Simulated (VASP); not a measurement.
Method: rev-vdW-DF2, VASP's PBE PAW potentials (set 64) (plane waves; VASP 6.6.1).

VASP ran on this input.

File KPOINTS:
```
Automatic mesh
0
Gamma
6 6 6
0 0 0
```

File POSCAR:
```
CdTe
1.0
  0.0000000000   3.2834971534   3.2834971534
  3.2834971534   0.0000000000   3.2834971534
  3.2834971534   3.2834971534   0.0000000000
Cd Te
1 1
Cart
  0.0000000000   0.0000000000   0.0000000000
  1.6417485767   1.6417485767   1.6417485767
```

INCAR:
```
SYSTEM = CdTe
PREC = Accurate
ENCUT = 520
EDIFF = 1E-6
NELM = 100
ALGO = Normal
LREAL = .FALSE.
LASPH = .TRUE.
ISMEAR = 0
SIGMA = 0.05
GGA = MK
PARAM1 = 0.1234568
PARAM2 = 0.7114
ZAB_VDW = -1.8867
LUSE_VDW = .TRUE.
AGGAC = 0.0
LMAXMIX = 4
LWAVE = .FALSE.
LCHARG = .FALSE.
IBRION = 2
ISIF = 3
NSW = 60
EDIFFG = -0.01
```

POTCAR, in this order: Cd Te (PBE.64 set). Program: vasp_std.

The resulting files:

OUTCAR:
```
 ion  position               nearest neighbor table
   1  0.000  0.000  0.000-   2 2.84   2 2.84   2 2.84   2 2.84
   2  0.250  0.250  0.250-   1 2.84   1 2.84   1 2.84   1 2.84
  LATTYP: Found a face centered cubic cell.
 ALAT       =     6.5669943068
 Subroutine PRICEL returns:
 Original cell was already a primitive cell.
 Subroutine GETGRP returns: Found 24 space group operations
The static configuration has the point symmetry T_d .
The dynamic configuration has the point symmetry T_d .
 Subroutine INISYM returns: Found 24 space group operations
 Subroutine IBZKPT returns following result:
 Found     16 irreducible k-points:

 Following reciprocal coordinates:
            Coordinates               Weight
  0.000000  0.000000  0.000000      1.000000
  0.166667  0.000000  0.000000      8.000000
  0.333333  0.000000  0.000000      8.000000
  0.500000  0.000000  0.000000      4.000000
  0.166667  0.166667  0.000000      6.000000
  0.333333  0.166667  0.000000     24.000000
  0.500000  0.166667  0.000000     24.000000
 -0.333333  0.166667  0.000000     24.000000
 -0.166667  0.166667  0.000000     12.000000
...
```

**OSZICAR**
```
       N       E                     dE             d eps       ncg     rms          rms(c)
DAV:   1     0.110889951774E+03    0.11089E+03   -0.84703E+03   416   0.120E+03
DAV:   2     0.384072845537E+01   -0.10705E+03   -0.10310E+03   491   0.279E+02
DAV:   3    -0.367154605488E+00   -0.42079E+01   -0.42007E+01   466   0.583E+01
DAV:   4    -0.410482077367E+00   -0.43327E-01   -0.43325E-01   601   0.523E+00
DAV:   5    -0.410749044334E+00   -0.26697E-03   -0.26697E-03   461   0.315E-01    0.518E+00
DAV:   6    -0.182035586691E+00    0.22871E+00   -0.49741E-01   461   0.905E+00    0.430E+00
DAV:   7    -0.167211675103E+00    0.14824E-01   -0.11299E-01   476   0.245E+00    0.169E+00
DAV:   8    -0.167347240855E+00   -0.13557E-03   -0.90749E-03   426   0.132E+00    0.498E-01
DAV:   9    -0.167444517434E+00   -0.97277E-04   -0.84363E-04   471   0.344E-01    0.929E-02
DAV:  10    -0.167462771926E+00   -0.18254E-04   -0.10439E-04   436   0.116E-01    0.450E-02
DAV:  11    -0.167475902364E+00   -0.13130E-04   -0.33440E-05   436   0.457E-02    0.283E-02
DAV:  12    -0.167474695981E+00    0.12064E-05   -0.30198E-06   436   0.143E-02    0.145E-02
DAV:  13    -0.167474583651E+00    0.11233E-06   -0.19157E-07   238   0.325E-03
   1 F= -.16747458E+00 E0= -.16747458E+00  d E =-.167475E+00
```

OUTCAR:
```
------------------------ aborting loop because EDIFF is reached ----------------------------------------
  FORCE on cell =-STRESS in cart. coord.  units (eV):
  Direction    XX          YY          ZZ          XY          YZ          ZX
  --------------------------------------------------------------------------------------
  Total        0.0031665      0.0031665      0.0031665     -0.0000000      0.0000000      0.0000000
  in kB        0.0716555      0.0716555      0.0716555     -0.0000000      0.0000000      0.0000000
  external PRESSURE =       0.0716555 kB  Pullay stress =       0.0000000 kB
  volume of cell :       70.80
      direct lattice vectors                 reciprocal lattice vectors
     0.000000000  3.283497153  3.283497153    -0.152276666  0.152276666  0.152276666
     3.283497153  0.000000000  3.283497153     0.152276666 -0.152276666  0.152276666
     3.283497153  3.283497153  0.000000000     0.152276666  0.152276666 -0.152276666
  FREE ENERGIE OF THE ION-ELECTRON SYSTEM (eV)
  ---------------------------------------------------
  free  energy   TOTEN  =        -0.1674745837 eV

  energy  without entropy=       -0.1674745837  energy(sigma->0) =       -0.16747458

 reached required accuracy - stopping structural energy minimisation
```
(Selected blocks of OUTCAR.)

The compound is CdTe in the zinc blende structure. It was relaxed first. The start is the result of an earlier pass.
